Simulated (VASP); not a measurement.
Set up this calculation in VASP 6.6.1, as the native input.

* Task: single point
* Functional: PBE
* Potentials or basis: VASP PAW PBE potentials, release 64 (O, H, S)
* Cutoff: 520 eV
* k mesh: 1 × 1 × 1
* Occupations: fermi-dirac, width 0.02 eV
* Spin: no spin polarisation
* Dipole correction: no
* Further INCAR settings: LREAL = Auto; ALGO = Fast; EDIFF = 1e-06; NBANDS = 33

The structure of H10SO4 lies in POSCAR:

```
H10SO4
1.0
    5.6462160000      0.0000000000      0.0000000000
    0.0000000000      5.6462160000      0.0000000000
    0.0000000000      0.0000000000      5.6462160000
O H S
4 10 1
Direct
    0.7871466483      0.5519625887     -0.0376712474
    0.3967613000      0.2183586317      0.6412790442
    0.7680365044      0.1932975997      0.3564865389
    0.0420104367      0.0018950745     -0.0107682738
    0.8689182277      0.7092714838     -0.0229711368
    0.6132071462      0.5800344868     -0.0676382200
    0.4857058249      0.3215250710      0.7467656214
    0.5229697199      0.1309018288      0.5423632394
    0.6891518142      0.2831453844      0.2122483447
    0.8794208369      0.0850835321      0.2622110100
    0.1901627568     -0.0112818922     -0.1066732126
   -0.0431262283      0.1192834281     -0.1063189931
    0.5148758035      0.7119812632      0.2972964548
    0.3144583912      0.5338442596      0.5229165870
    0.2881575909      0.7178435965      0.3739495620
```

The cell was built by a generator and needn't be a form met in nature.

One way to write it, as run:

INCAR

```
PREC = Accurate
ENCUT = 520
EDIFF = 1E-6
ISMEAR = -1
SIGMA = 0.02
LREAL = Auto
LASPH = True
NELM = 100
ALGO = Fast
ISIF = 2
LWAVE = False
LCHARG = False
GGA = PE
NBANDS = 33
```

KPOINTS

```
regular mesh
0
Gamma
  1 1 1
```

Potentials or basis: VASP PAW PBE potentials, release 64 (O, H, S).

The run is started by

```console
$ cat potpaw_PBE.64/O/POTCAR potpaw_PBE.64/H/POTCAR potpaw_PBE.64/S/POTCAR > POTCAR
$ mpirun -np 1 vasp_gam > vasp.out
```

It gave:

| Quantity | Value |
| --- | --- |
| Pressure | -1.5 GPa |
| Largest force | 3.324 eV/Å |
| Band gap on the k mesh | 3.11 eV, direct |

Run time: 17 s on 1 thread of AMD EPYC 7R13 Processor (Zen 3), with other jobs on the host, peak memory 0.2 GiB.
